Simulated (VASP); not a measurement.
A VASP calculation is set up with these files.

**INCAR**
```
SYSTEM = CaSe
PREC = Accurate; ENCUT = 500; LREAL = .False.
LASPH = .True.
EDIFF = 1E-6; NELM = 100; ALGO = Normal
LMAXMIX = 4
ISMEAR = 0; SIGMA = 0.05
IBRION = 2; NSW = 40; ISIF = 3
EDIFFG = -0.02; PSTRESS = 200
LWAVE = .False.; LCHARG = .False.
```

### POSCAR
```
CaSe
1
    0.0000000000     2.6943799323     2.6943799323
    2.6943799323    -0.0000000000     2.6943799323
    2.6943799323     2.6943799323     0.0000000000
Ca Se
1 1
Direct
  1.0000000000   1.0000000000   0.0000000000
  0.5000000000   0.5000000000   0.5000000000
```

**KPOINTS**
```
Automatic mesh
0
Gamma
9 9 9
0 0 0
```

POTCAR, in this order: Ca_sv Se (LDA.64 set). Program: vasp_std.

Problem. Translate this LDA calculation to Quantum ESPRESSO's pw.x.

Solution. One equivalent input (not run):
```
&CONTROL
  calculation = 'vc-relax'
  pseudo_dir = './pseudo'
  outdir = './out'
  tprnfor = .true.
  tstress = .true.
  nstep = 40
  forc_conv_thr = 0.00078
/
&SYSTEM
  ibrav = 0
  nat = 2
  ntyp = 2
  ecutwfc = 86
  occupations = 'smearing'
  smearing = 'gaussian'
  degauss = 0.003675
  input_dft = 'pz'
/
&ELECTRONS
  conv_thr = 7.3e-08
  electron_maxstep = 100
/
&IONS
/
&CELL
  press = 200
/
ATOMIC_SPECIES
  Ca 40.078 Ca.upf
  Se 78.971 Se.upf
CELL_PARAMETERS angstrom
     0.0000000    2.6943799    2.6943799
     2.6943799   -0.0000000    2.6943799
     2.6943799    2.6943799    0.0000000
ATOMIC_POSITIONS crystal
  Ca   1.0000000  1.0000000  0.0000000
  Se   0.5000000  0.5000000  0.5000000
K_POINTS automatic
  9 9 9 0 0 0
```
The two are equivalent in intent, not identical: the potentials are each code's own (VASP's PAW set, PseudoDojo norm-conserving files in pw.x), so ENCUT and ecutwfc are chosen apart and not converted; conv_thr bounds pw.x's estimated SCF error, while EDIFF bounds the energy change between steps; forc_conv_thr acts on force components and is met together with etot_conv_thr.

The compound is CaSe in the rock salt structure. It was relaxed first under an external pressure of 20 GPa.
